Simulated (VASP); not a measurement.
Method: PBEsol GGA, VASP's PBE PAW potentials (set 64) (plane waves; VASP).

A VASP calculation is set up with these files.

**INCAR**
```
ENCUT = 300
NELM = 100   # most electronic steps
SYSTEM = BeCo
LWAVE = .False.
LCHARG = .False.
ALGO = Normal   # blocked Davidson
LREAL = .False.   # projection in real space or not
LORBIT = 11
ISPIN = 2
LASPH = .True.
LMAXMIX = 4   # l cut-off of mixed one-centre charges
EDIFF = 1E-6   # SCF stop (eV)
SIGMA = 0.1   # width (eV)
GGA = PS   # PBEsol
ISMEAR = -1   # Fermi-Dirac
ISIF = 2   # forces and stress, cell fixed
PREC = Accurate
```

### KPOINTS
```
Automatic mesh
0
Gamma
9 9 9
0 0 0
```

### POSCAR
```
BeCo
1.0
  2.5717500000   0.0000000000   0.0000000000
  0.0000000000   2.5717500000   0.0000000000
  0.0000000000   0.0000000000   2.5717500000
Be Co
1 1
Cartesian
  0.0000000000   0.0000000000   0.0000000000
  1.2858750000   1.2858750000   1.2858750000
```

POTCAR, in this order: Be Co (PBE.64 set). Program: vasp_std. The INCAR's line for the spin-polarised start is left out here.

Question: What will the output report for the number of irreducible k-points (NKPTS), largest plane-wave count, number of space-group operations, FFT grid (NGX, NGY, NGZ)?

Answer: 
- number of irreducible k-points (NKPTS) = 35
- largest plane-wave count = 211
- number of space-group operations = 48
- FFT grid (NGX, NGY, NGZ) = 16 × 16 × 16

The structure comes from a computed database's BeCo entry (Pm-3m); how it stands against other phases isn't given here. The cell was not relaxed at this level.
